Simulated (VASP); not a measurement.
A run of VASP 6.6.1:

The input INCAR:

```
SYSTEM = NbSi15C16
ALGO = Fast
EDIFF = 1E-8
ENCUT = 520
GGA = PE
ISIF = 2
ISMEAR = -1
LASPH = .TRUE.
LCHARG = .FALSE.
LEFG = .TRUE.
LREAL = Auto
LWAVE = .FALSE.
NBANDS = 90
NELECT = 136.0
NELM = 100
PREC = Accurate
SIGMA = 0.01
```

Contents of KPOINTS:

```
k-points
0
G
  4 4 2
  0 0 0
```

File POSCAR:

```
NbSi15C16
1.0
    6.1520000000      0.0000000000      0.0000000000
   -3.0760000000      5.3277882840      0.0000000000
    0.0000000000      0.0000000000     10.0960000000
Nb Si C
1 15 16
Direct
    0.1666666666      0.3333333334      0.0000000000
    0.1666666666      0.3333333334      0.5000000000
    0.1666666666      0.8333333334      0.0000000000
    0.1666666666      0.8333333334      0.5000000000
    0.6666666666      0.3333333334      0.0000000000
    0.6666666666      0.3333333334      0.5000000000
    0.6666666666      0.8333333334      0.0000000000
    0.6666666666      0.8333333334      0.5000000000
    0.3333333334      0.1666666666      0.2500000000
    0.3333333334      0.1666666666      0.7500000000
    0.3333333334      0.6666666666      0.2500000000
    0.3333333334      0.6666666666      0.7500000000
    0.8333333334      0.1666666666      0.2500000000
    0.8333333334      0.1666666666      0.7500000000
    0.8333333334      0.6666666666      0.2500000000
    0.8333333334      0.6666666666      0.7500000000
    0.1666666666      0.3333333334      0.1925000000
    0.1666666666      0.3333333334      0.6925000000
    0.1666666666      0.8333333334      0.1925000000
    0.1666666666      0.8333333334      0.6925000000
    0.6666666666      0.3333333334      0.1925000000
    0.6666666666      0.3333333334      0.6925000000
    0.6666666666      0.8333333334      0.1925000000
    0.6666666666      0.8333333334      0.6925000000
    0.3333333334      0.1666666666      0.4425000000
    0.3333333334      0.1666666666      0.9425000000
    0.3333333334      0.6666666666      0.4425000000
    0.3333333334      0.6666666666      0.9425000000
    0.8333333334      0.1666666666      0.4425000000
    0.8333333334      0.1666666666      0.9425000000
    0.8333333334      0.6666666666      0.4425000000
    0.8333333334      0.6666666666      0.9425000000
```

Potentials or basis: VASP PAW PBE potentials, release 64 (Nb_sv, Si, C).

Run with:

```bash
$ cat potpaw_PBE.64/Nb_sv/POTCAR potpaw_PBE.64/Si/POTCAR potpaw_PBE.64/C/POTCAR > POTCAR
$ mpirun -np 1 vasp_std > vasp.out
```

Hardware: 1 thread of Intel(R) Xeon(R) Platinum 8488C (Sapphire Rapids), with other jobs on the host.

How long does it take, and how much memory?

Run time: 22 min on 1 thread of Intel(R) Xeon(R) Platinum 8488C (Sapphire Rapids) (shared host), peak memory 0.52 GiB. Counts: scf iterations 43, k points 8.
